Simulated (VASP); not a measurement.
An input for Quantum ESPRESSO's pw.x (written as the equivalent of a VASP run, and not itself run):

```
&CONTROL
  calculation = 'vc-relax'
  pseudo_dir = './pseudo'
  outdir = './out'
  tprnfor = .true.
  tstress = .true.
  nstep = 60
  forc_conv_thr = 0.00039
/
&SYSTEM
  ibrav = 0
  nat = 2
  ntyp = 2
  ecutwfc = 80
  occupations = 'smearing'
  smearing = 'methfessel-paxton'
  degauss = 0.00735
  input_dft = 'vdw-df-cx'
/
&ELECTRONS
  conv_thr = 7.3e-08
  electron_maxstep = 100
/
&IONS
/
&CELL
/
ATOMIC_SPECIES
  In 114.818 In.upf
  Sb 121.760 Sb.upf
CELL_PARAMETERS angstrom
    -0.0000000    3.2719311    3.2719311
     3.2719311    0.0000000    3.2719311
     3.2719311    3.2719311    0.0000000
ATOMIC_POSITIONS crystal
  In   0.0000000  0.0000000  0.0000000
  Sb   0.2500000  0.2500000  0.2500000
K_POINTS automatic
  9 9 9 0 0 0
```

### Question
Write the VASP files for the same calculation (vdW-DF-cx).

### Answer
Several could match; the one computed here: 
**POSCAR**
```
InSb
1
   -0.0000000000     3.2719310561     3.2719310561
    3.2719310561     0.0000000000     3.2719310561
    3.2719310561     3.2719310561     0.0000000000
In Sb
1 1
Direct
  0.0000000000   0.0000000000   0.0000000000
  0.2500000000   0.2500000000   0.2500000000
```

**INCAR**
```
! general
SYSTEM   = InSb
PREC     = Accurate
ENCUT    = 520
LREAL    = .FALSE.
LASPH    = .TRUE.

! electronic loop
EDIFF    = 1E-6
NELM     = 100
ALGO     = Normal
LMAXMIX  = 4

! smearing
ISMEAR   = 1
SIGMA    = 0.1

! functional
GGA      = CX
LUSE_VDW = .TRUE.
AGGAC    = 0.0

! ions
IBRION   = 2
NSW      = 60
ISIF     = 3
EDIFFG   = -0.01

! output
LWAVE    = .FALSE.
LCHARG   = .FALSE.
```

KPOINTS:
```
Automatic mesh
0
Gamma
9 9 9
0 0 0
```

POTCAR, in this order: In_d Sb (PBE.64 set). Program: vasp_std.

The two are equivalent in intent, not identical: the potentials are each code's own (VASP's PAW set, PseudoDojo norm-conserving files in pw.x), so ENCUT and ecutwfc are chosen apart and not converted; conv_thr bounds pw.x's estimated SCF error, while EDIFF bounds the energy change between steps; forc_conv_thr acts on force components and is met together with etot_conv_thr.

The compound is InSb in the zinc blende structure. This run relaxes it. Symmetry was kept, so distortions that lower it aren't found. The start is the result of an earlier pass.
